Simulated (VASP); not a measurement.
Level of theory: LDA (Ceperley-Alder, Perdew-Zunger), VASP's LDA PAW potentials (set 64) (plane waves; VASP).

VASP input:

**INCAR**
```
ALGO = Normal
EDIFF = 1E-6
EDIFFG = -0.01
ENCUT = 520
IBRION = 2
ISIF = 3
ISMEAR = 0
LASPH = T
LCHARG = F
LREAL = F
LWAVE = F
NELM = 100
NSW = 60
PREC = Accurate
SIGMA = 0.05
SYSTEM = LiCl
```

File KPOINTS:
```
K-points
0
gamma
8 8 8
```

**POSCAR**
```
LiCl
1
    0.0000000000     2.4812333040     2.4812333040
    2.4812333040    -0.0000000000     2.4812333040
    2.4812333040     2.4812333040     0.0000000000
Li Cl
1 1
Direct
  0.0000000000   1.0000000000   0.0000000000
  0.5000000000   0.5000000000   0.5000000000
```

POTCAR, in this order: Li_sv Cl (LDA.64 set). Program: vasp_std.

Task: What does the run give for the energy per atom (σ→0), band gap (on the k-mesh)?

Result: 
```
Item                              Result
------------------------  --------------
energy per atom (σ→0)     -4.048 eV/atom
band gap (on the k-mesh)         6.51 eV
```

**OSZICAR**
```
...
DAV:   5    -0.816608767015E+01   -0.52909E-03   -0.52907E-03   715   0.559E-01    0.253E+00
DAV:   6    -0.810359046431E+01    0.62497E-01   -0.12667E-01   565   0.198E+00    0.176E+00
DAV:   7    -0.809636538390E+01    0.72251E-02   -0.38342E-02   792   0.116E+00    0.837E-01
DAV:   8    -0.809629978777E+01    0.65596E-04   -0.34696E-03   723   0.489E-01    0.115E-01
DAV:   9    -0.809627863501E+01    0.21153E-04   -0.19235E-04   667   0.105E-01    0.340E-02
DAV:  10    -0.809628558043E+01   -0.69454E-05   -0.10781E-05   661   0.296E-02    0.991E-03
DAV:  11    -0.809628537729E+01    0.20314E-06   -0.15863E-06   411   0.111E-02
   1 F= -.80962854E+01 E0= -.80962854E+01  d E =-.809629E+01
```

The structure comes from a computed database's LiCl entry (Fm-3m); how it stands against other phases isn't given here. It was relaxed first, which changed the volume by -7 %. The start is the result of an earlier pass.
